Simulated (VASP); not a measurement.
Given:

```
Cs
1.0
   -3.05000     3.05000     3.05000
    3.05000    -3.05000     3.05000
    3.05000     3.05000    -3.05000
Cs
1
Cartesian
  0.00000   0.00000   0.00000
```

Method: PBEsol GGA, VASP's PBE PAW potentials (set 64) (plane waves; VASP). Numerical set-up: 400 eV cut-off, 8×8×8 Γ-centred mesh, first-order Methfessel-Paxton smearing of 0.10 eV, potentials Cs_sv.

Energy and stress use the plane-wave basis of the starting cell.

### Question
The ions, cell shape and volume are relaxed. What does this cell relax into?

### Answer

```
Cs
1.0
   -3.00197     3.00197     3.00197
    3.00197    -3.00197     3.00197
    3.00197     3.00197    -3.00197
Cs
1
Direct
  0.00000   0.00000   0.00000
```
Space group Im-3m (229), at a tolerance of 0.03 Å.

### Question
How do energy and volume change from the first to the last step?

### Answer
The energy (σ→0) changes by -1.5 meV/atom and the volume by -4.7 %, in 4 ionic steps.

```tsv
step	E(σ→0) (eV)	max force (eV/Å)	pressure (GPa)	volume (Å³)
1	-0.9343	0.000	-0.09	113.49
2	-0.9348	0.000	-0.07	112.47
3	-0.9356	0.000	-0.02	109.43
4	-0.9357	0.000	0.00	108.21
```

The compound is Cs in the bcc structure. This run relaxes it. Symmetry was kept, so distortions that lower it aren't found.
